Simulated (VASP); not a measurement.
Level of theory: r2SCAN meta-GGA, VASP's PBE PAW potentials (set 64) (plane waves; VASP 6.6.1).

VASP input:

File POSCAR:
```
SrCuSeF
1.0
  4.0573360187   0.0000000000   0.0000000000
  0.0000000000   4.0573360187   0.0000000000
  0.0000000000   0.0000000000   8.8199203821
Sr Cu Se F
2 2 2 2
Cartesian
  0.0000000000   2.0286680094   5.8335210446
  2.0286680094   4.0573360187   2.9863993375
  2.0286680094   2.0286680094   0.0000000000
  0.0000000000   0.0000000000   0.0000000000
  2.0286680094   0.0000000000   7.3342200628
  0.0000000000   2.0286680094   1.4857003193
  0.0000000000   0.0000000000   4.4099601910
  2.0286680094   2.0286680094   4.4099601910
```

### INCAR
```
SYSTEM = SrCuSeF
PREC = Accurate
ENCUT = 520
EDIFF = 1E-6
NELM = 100
ALGO = Normal
LREAL = .FALSE.
LASPH = .TRUE.
ISMEAR = 0
SIGMA = 0.05
METAGGA = R2SCAN
LMIXTAU = .TRUE.
LMAXMIX = 4
LWAVE = .FALSE.
LCHARG = .FALSE.
IBRION = 2
ISIF = 3
NSW = 60
EDIFFG = -0.02
```

KPOINTS:
```
Automatic mesh
0
Gamma
5 5 3
0 0 0
```

POTCAR, in this order: Sr_sv Cu Se F (PBE.64 set). Program: vasp_std.

The run wrote:

OSZICAR:
```
       N       E                     dE             d eps       ncg     rms          rms(c)
DAV:   1     0.731535394019E+03    0.73154E+03   -0.31659E+04   960   0.195E+03
DAV:   2     0.105366751925E+02   -0.72100E+03   -0.69404E+03  1040   0.486E+02
DAV:   3    -0.113272219007E+03   -0.12381E+03   -0.11989E+03  1400   0.212E+02
DAV:   4    -0.124130093697E+03   -0.10858E+02   -0.10801E+02  1632   0.543E+01
DAV:   5    -0.124677438911E+03   -0.54735E+00   -0.54422E+00  1648   0.979E+00    0.250E+01
DAV:   6    -0.114889639690E+03    0.97878E+01   -0.61063E+01  1272   0.103E+02    0.173E+01
DAV:   7    -0.106933643935E+03    0.79560E+01   -0.18273E+01  1432   0.825E+01    0.102E+01
DAV:   8    -0.104678738547E+03    0.22549E+01   -0.60473E+00  1352   0.200E+01    0.326E+00
DAV:   9    -0.104417913317E+03    0.26083E+00   -0.13537E+00  1600   0.165E+01    0.107E+00
DAV:  10    -0.104580718088E+03   -0.16280E+00   -0.54630E-01  1072   0.478E+00    0.677E-01
DAV:  11    -0.104726531036E+03   -0.14581E+00   -0.27191E-01  1120   0.373E+00    0.416E-01
DAV:  12    -0.104732227490E+03   -0.56965E-02   -0.18696E-02  1488   0.110E+00    0.305E-01
DAV:  13    -0.104736093599E+03   -0.38661E-02   -0.11770E-02  1472   0.128E+00    0.126E-01
DAV:  14    -0.104751678565E+03   -0.15585E-01   -0.69598E-03  1296   0.769E-01    0.639E-02
DAV:  15    -0.104752248278E+03   -0.56971E-03   -0.75892E-04  1152   0.225E-01    0.329E-02
DAV:  16    -0.104752405405E+03   -0.15713E-03   -0.23524E-04  1456   0.139E-01    0.211E-02
DAV:  17    -0.104752437919E+03   -0.32514E-04   -0.14773E-04  1136   0.828E-02    0.828E-03
DAV:  18    -0.104752498288E+03   -0.60369E-04   -0.26335E-05  1264   0.405E-02    0.710E-03
DAV:  19    -0.104752522688E+03   -0.24401E-04   -0.13623E-05  1344   0.267E-02    0.459E-03
DAV:  20    -0.104752521766E+03    0.92256E-06   -0.12936E-06   816   0.147E-02
   1 F= -.10475252E+03 E0= -.10475252E+03  d E =-.104753E+03
       N       E                     dE             d eps       ncg     rms          rms(c)
DAV:   1    -0.104754359241E+03   -0.18366E-02   -0.41020E-02  1048   0.233E+00    0.349E-01
DAV:   2    -0.104753137804E+03    0.12214E-02   -0.14860E-02  1344   0.197E+00    0.132E-01
DAV:   3    -0.104752697748E+03    0.44006E-03   -0.30885E-03  1392   0.976E-01    0.706E-02
DAV:   4    -0.104752642182E+03    0.55567E-04   -0.23214E-04  1536   0.152E-01    0.298E-02
DAV:   5    -0.104752634825E+03    0.73561E-05   -0.35889E-05  1712   0.633E-02    0.175E-02
DAV:   6    -0.104752614723E+03    0.20102E-04   -0.34438E-05  1352   0.390E-02    0.768E-03
DAV:   7    -0.104752624306E+03   -0.95827E-05   -0.34449E-05  1192   0.376E-02    0.274E-03
DAV:   8    -0.104752629451E+03   -0.51456E-05   -0.44086E-06  1032   0.132E-02    0.133E-03
DAV:   9    -0.104752629590E+03   -0.13896E-06   -0.34802E-07   760   0.484E-03
   2 F= -.10475263E+03 E0= -.10475263E+03  d E =-.107825E-03
```

**OUTCAR**
```
------------------------ aborting loop because EDIFF is reached ----------------------------------------
  FORCE on cell =-STRESS in cart. coord.  units (eV):
  Direction    XX          YY          ZZ          XY          YZ          ZX
  --------------------------------------------------------------------------------------
  Total       -0.0630694     -0.0630694      0.0396503      0.0000000      0.0000000      0.0000000
  in kB       -0.6949317     -0.6949317      0.4368878      0.0000000      0.0000000      0.0000000
  external PRESSURE =      -0.3176585 kB  Pullay stress =       0.0000000 kB
  volume of cell :      145.41
      direct lattice vectors                 reciprocal lattice vectors
     4.058301356  0.000000000 -0.000000000     0.246408512  0.000000000 -0.000000000
     0.000000000  4.058301356  0.000000000     0.000000000  0.246408512  0.000000000
     0.000000000  0.000000000  8.828743996     0.000000000  0.000000000  0.113266394
 POSITION                                       TOTAL-FORCE (eV/Angst)
 -----------------------------------------------------------------------------------
      0.00000      2.02915      5.83925        -0.000000     -0.000000     -0.007484
      2.02915      0.00000      2.98949         0.000000     -0.000000      0.007484
      2.02915      2.02915     -0.00000        -0.000000      0.000000      0.000000
      4.05830      0.00000     -0.00000        -0.000000     -0.000000      0.000000
      2.02915      0.00000      7.34171         0.000000      0.000000      0.009344
      4.05830      2.02915      1.48704        -0.000000     -0.000000     -0.009344
      4.05830      0.00000      4.41437        -0.000000      0.000000      0.000000
      2.02915      2.02915      4.41437        -0.000000     -0.000000      0.000000
 -----------------------------------------------------------------------------------
    total drift:                                0.000000      0.000000      0.000000
  FREE ENERGIE OF THE ION-ELECTRON SYSTEM (eV)
  ---------------------------------------------------
  free  energy   TOTEN  =      -104.7526295903 eV

  energy  without entropy=     -104.7526295903  energy(sigma->0) =     -104.75262959

 reached required accuracy - stopping structural energy minimisation
```
(Selected blocks of OUTCAR.)

### CONTCAR
```
SrCuSeF
   1.00000000000000
     4.0583013561186494    0.0000000000000000   -0.0000000000000000
     0.0000000000000000    4.0583013561186494    0.0000000000000000
     0.0000000000000000    0.0000000000000000    8.8287439964622223
  Sr              Cu              Se              F
     2     2     2     2
Direct
     0.0000000000000000    0.5000000000000000    0.6613907272348474
     0.5000000000000000    0.0000000000000000    0.3386092727651526
     0.5000000000000000    0.5000000000000000    0.0000000000000000
     1.0000000000000000    0.0000000000000000    0.0000000000000000
     0.5000000000000000    0.0000000000000000    0.8315685725325637
     1.0000000000000000    0.5000000000000000    0.1684314274674363
     1.0000000000000000    0.0000000000000000    0.5000000000000000
     0.5000000000000000    0.5000000000000000    0.5000000000000000
```

**OUTCAR**
```
 val. band max:        4.2165760130   @ k =   0.0000   0.0000   0.0000

 cond. band min:       5.9807690904   @ k =   0.0000   0.0000   0.0000


 Fermi energy:         4.4303920921

 k-point     1 :       0.0000    0.0000    0.0000
  band No.  band energies     occupation
      1     -32.1635      2.00000
      2     -32.1154      2.00000
      3     -21.6044      2.00000
      4     -21.2153      2.00000
      5     -13.5811      2.00000
      6     -13.5811      2.00000
      7     -13.5565      2.00000
      8     -13.4674      2.00000
      9     -13.4674      2.00000
     10     -13.3997      2.00000
     11      -9.9257      2.00000
     12      -9.3450      2.00000
     13      -2.3297      2.00000
     14      -2.3151      2.00000
     15      -2.3151      2.00000
     16      -2.0049      2.00000
     17      -1.1894      2.00000
     18      -1.1701      2.00000
     19      -1.1701      2.00000
     20       0.2019      2.00000
     21       0.3387      2.00000
     22       0.3387      2.00000
     23       0.7854      2.00000
     24       0.7854      2.00000
     25       1.4479      2.00000
     26       2.2042      2.00000
     27       2.2712      2.00000
     28       2.6193      2.00000
     29       2.7546      2.00000
     30       2.7546      2.00000
     31       2.9667      2.00000
     32       3.4607      2.00000
     33       4.2166      2.00000
     34       4.2166      2.00000
     35       5.9808      0.00000
     36       6.6568      0.00000
     37       6.9332      0.00000
     38       7.6338      0.00000
     39       9.7706      0.00000
     40       9.8174      0.00000

 k-point     2 :       0.2000    0.0000    0.0000
  band No.  band energies     occupation
      1     -32.1529      2.00000
      2     -32.1140      2.00000
      3     -21.5867      2.00000
      4     -21.2736      2.00000
      5     -13.6373      2.00000
      6     -13.5888      2.00000
      7     -13.5616      2.00000
      8     -13.5138      2.00000
...
```

The structure comes from a computed database's SrCuSeF entry (P4/nmm); how it stands against other phases isn't given here. This run relaxes it. Symmetry was kept, so distortions that lower it aren't found. The start is the result of an earlier pass.
